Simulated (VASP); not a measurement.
Data:

```
CELL_PARAMETERS angstrom
      0.00000     2.98997     2.98997
      2.98997     0.00000     2.98997
      2.98997     2.98997     0.00000
ATOMIC_POSITIONS crystal
  Cu 0.00000 0.00000 0.00000
  I  0.25000 0.25000 0.25000
```

Computed with vdW-DF-cx, VASP's PBE PAW potentials (set 64) (plane waves; VASP). Numerical set-up: 520 eV cut-off, 7×7×7 Γ-centred mesh, Gaussian smearing of 0.050 eV, potentials Cu I.

Unless said otherwise, spin-orbit coupling is left out, though it shifts the bands of the heavy elements here.

Q: Predict the energy per atom (σ→0), band gap (on the k-mesh) with the smallest direct gap where there is one.

A: 
```yaml
band gap (on the k-mesh): 1.19 eV
smallest direct gap (on the k-mesh): 1.19 eV
energy per atom (σ→0): -41.4 kJ/mol of atoms
```

Total energies compare only between runs with the same potentials, cut-off and functional.

The compound is CuI in the zinc blende structure. It was relaxed first. The start is the result of an earlier pass.
